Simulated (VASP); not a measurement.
Input:

```yaml
crystal:
  lattice:
    - [0.00000, 3.16986, 3.16986]
    - [3.16986, 0.00000, 3.16986]
    - [3.16986, 3.16986, 0.00000]
  atoms:
    - { symbol: Ba, position: [0.00000, 0.00000, 0.00000] }
    - { symbol: F, position: [0.25000, 0.25000, 0.25000] }
    - { symbol: F, position: [0.75000, 0.75000, 0.75000] }
```

The numbers are results of AM05 GGA, VASP's PBE PAW potentials (set 64) (plane waves; VASP 6.6.1), not measurements. Run with 520 eV cut-off, 6×6×6 Γ-centred mesh, Gaussian smearing of 0.050 eV, potentials Ba_sv F.

Task: Give the stress tensor in GPa (positive for a compressed cell).

Result: 
```
-2.86   0.00   0.00
 0.00  -2.86   0.00
 0.00   0.00  -2.86
```
The pressure is its mean diagonal, -2.86 GPa.

The compound is BaF2 in the fluorite structure. This cell is one point of a volume scan, at 1.06 of the reference volume.
